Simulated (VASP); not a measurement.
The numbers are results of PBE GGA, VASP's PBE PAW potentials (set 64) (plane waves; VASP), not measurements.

A VASP calculation is set up with these files.

### POSCAR
```
Ga2O3
1
    6.1304110000    -1.5213470000     0.0000000000
    6.1304110000     1.5213470000     0.0000000000
   -1.3819120000     0.0000000000     5.6413090000
Ga O
4 6
Direct
  0.3411600000   0.3411600000   0.6852700000
  0.6588400000   0.6588400000   0.3147300000
  0.9095300000   0.9095300000   0.2052100000
  0.0904700000   0.0904700000   0.7947900000
  0.5035300000   0.5035300000   0.7433400000
  0.4964700000   0.4964700000   0.2566600000
  0.8266300000   0.8266300000   0.4367700000
  0.1733700000   0.1733700000   0.5632300000
  0.1645000000   0.1645000000   0.1091500000
  0.8355000000   0.8355000000   0.8908500000
```

**KPOINTS**
```
Automatic mesh
0
Gamma
7 7 4
0 0 0
```

INCAR:
```
SYSTEM = Ga2O3
ISIF = 2   ! forces and stress, cell fixed
LMAXMIX = 4   ! l cut-off of mixed one-centre charges
GGA = PE   ! PBE
LREAL = F
LCHARG = F
ISMEAR = 0
LWAVE = F
SIGMA = 0.01   ! width (eV)
PREC = Accurate
ENCUT = 240
LASPH = T
EDIFF = 1E-6   ! SCF stop (eV)
NELM = 100
ALGO = Normal   ! blocked Davidson
```

POTCAR, in this order: Ga_d O (PBE.64 set). Program: vasp_std.

Output

### OSZICAR
```
       N       E                     dE             d eps       ncg     rms          rms(c)
DAV:   1     0.835155414652E+03    0.83516E+03   -0.25988E+04  6980   0.186E+03
DAV:   2     0.682539413945E+02   -0.76690E+03   -0.73628E+03  7128   0.515E+02
DAV:   3    -0.590054813085E+02   -0.12726E+03   -0.12494E+03  7096   0.175E+02
DAV:   4    -0.664816057893E+02   -0.74761E+01   -0.74255E+01  8404   0.460E+01
DAV:   5    -0.666133527153E+02   -0.13175E+00   -0.13138E+00  7384   0.590E+00    0.142E+01
DAV:   6    -0.622958545315E+02    0.43175E+01   -0.92370E+00 11404   0.383E+01    0.761E+00
DAV:   7    -0.619592716270E+02    0.33658E+00   -0.14516E+00  8020   0.700E+00    0.404E+00
DAV:   8    -0.618910100997E+02    0.68262E-01   -0.46378E-01  8232   0.702E+00    0.652E-01
DAV:   9    -0.618791422440E+02    0.11868E-01   -0.56269E-02  9860   0.376E+00    0.200E-01
DAV:  10    -0.618796822571E+02   -0.54001E-03   -0.13240E-02  9672   0.137E+00    0.100E-01
DAV:  11    -0.618802436200E+02   -0.56136E-03   -0.37386E-03  6724   0.652E-01    0.724E-02
DAV:  12    -0.618802441327E+02   -0.51271E-06   -0.84720E-04  8756   0.418E-01    0.182E-02
DAV:  13    -0.618802480415E+02   -0.39088E-05   -0.17939E-04 10212   0.170E-01    0.882E-03
DAV:  14    -0.618802543782E+02   -0.63366E-05   -0.38899E-05  6696   0.654E-02    0.291E-03
DAV:  15    -0.618802546367E+02   -0.25853E-06   -0.73967E-06  7360   0.354E-02
   1 F= -.61880255E+02 E0= -.61880255E+02  d E =-.502806E-70
```

File OUTCAR:
```
------------------------ aborting loop because EDIFF is reached ----------------------------------------
  FORCE on cell =-STRESS in cart. coord.  units (eV):
  Direction    XX          YY          ZZ          XY          YZ          ZX
  --------------------------------------------------------------------------------------
  Total      -70.3053633    -69.0708141    -70.2771857      0.0000000      0.0000000      0.3515420
  in kB    -1070.4620631  -1051.6649476  -1070.0330334      0.0000000      0.0000000      5.3525419
  external PRESSURE =   -1064.0533480 kB  Pullay stress =       0.0000000 kB
  volume of cell :      105.23
      direct lattice vectors                 reciprocal lattice vectors
     6.130411000 -1.521347000  0.000000000     0.081560600 -0.328656119  0.019979330
     6.130411000  1.521347000  0.000000000     0.081560600  0.328656119  0.019979330
    -1.381912000  0.000000000  5.641309000     0.000000000  0.000000000  0.177263823
 POSITION                                       TOTAL-FORCE (eV/Angst)
 -----------------------------------------------------------------------------------
      3.23592      0.00000      3.86582         0.026743      0.000000     -0.001626
      7.64299      0.00000      1.77549        -0.026743      0.000000      0.001626
     10.86800      0.00000      1.15765         0.047467      0.000000     -0.014530
      0.01091      0.00000      4.48366        -0.047467      0.000000      0.014530
      5.14646      0.00000      4.19341         0.002960      0.000000      0.005005
      5.73245      0.00000      1.44790        -0.002960      0.000000     -0.005005
      9.53159      0.00000      2.46395         0.319072      0.000000     -0.166502
      1.34732      0.00000      3.17735        -0.319072      0.000000      0.166502
      1.86607      0.00000      0.61575         0.039432      0.000000     -0.068690
      9.01284      0.00000      5.02556        -0.039432      0.000000      0.068690
 -----------------------------------------------------------------------------------
    total drift:                                0.000000      0.000000      0.000000
  FREE ENERGIE OF THE ION-ELECTRON SYSTEM (eV)
  ---------------------------------------------------
  free  energy   TOTEN  =       -61.8802546367 eV

  energy  without entropy=      -61.8802546367  energy(sigma->0) =      -61.88025464
```
(Selected blocks of OUTCAR.)

**OUTCAR**
```
 val. band max:        3.7548887010   @ k =   0.1429   0.0000  -0.0000

 cond. band min:       5.8981783954   @ k =   0.0000   0.0000   0.0000


 Fermi energy:         3.8785006553

 k-point     1 :       0.0000    0.0000    0.0000
  band No.  band energies     occupation
      1     -15.5703      2.00000
      2     -14.4130      2.00000
      3     -14.4032      2.00000
      4     -14.2767      2.00000
      5     -13.8785      2.00000
      6     -13.8264      2.00000
      7      -9.1243      2.00000
      8      -9.0954      2.00000
      9      -9.0883      2.00000
     10      -9.0376      2.00000
     11      -8.8996      2.00000
     12      -8.8886      2.00000
     13      -8.8852      2.00000
     14      -8.8704      2.00000
     15      -8.8316      2.00000
     16      -8.6933      2.00000
     17      -8.6908      2.00000
     18      -8.6898      2.00000
     19      -8.6678      2.00000
     20      -8.6496      2.00000
     21      -8.6175      2.00000
     22      -8.5949      2.00000
     23      -8.5414      2.00000
     24      -8.5116      2.00000
     25      -8.3647      2.00000
     26      -8.3272      2.00000
     27      -3.2795      2.00000
     28      -2.1919      2.00000
     29      -0.9994      2.00000
     30      -0.4287      2.00000
     31       0.2565      2.00000
     32       1.1420      2.00000
     33       1.2016      2.00000
     34       1.5514      2.00000
     35       1.8537      2.00000
     36       1.8948      2.00000
     37       2.1044      2.00000
     38       2.1642      2.00000
     39       2.6817      2.00000
     40       3.0319      2.00000
     41       3.0862      2.00000
     42       3.1802      2.00000
     43       3.4633      2.00000
     44       3.6710      2.00000
     45       5.8982      0.00000
     46       9.5360      0.00000
     47      10.5346      0.00000
     48      10.6025      0.00000
     49      11.5736      0.00000
     50      12.5148      0.00000
     51      13.3554      0.00000
...
```

At this cut-off the stress carries a Pulay error, which pulls relaxed volumes low.

The structure comes from a computed database's Ga2O3 entry; how it stands against other phases isn't given here. The cell was not relaxed at this level. The run is one of a series of settings (ENCUT = 240 against the base run), some of them coarse on purpose.
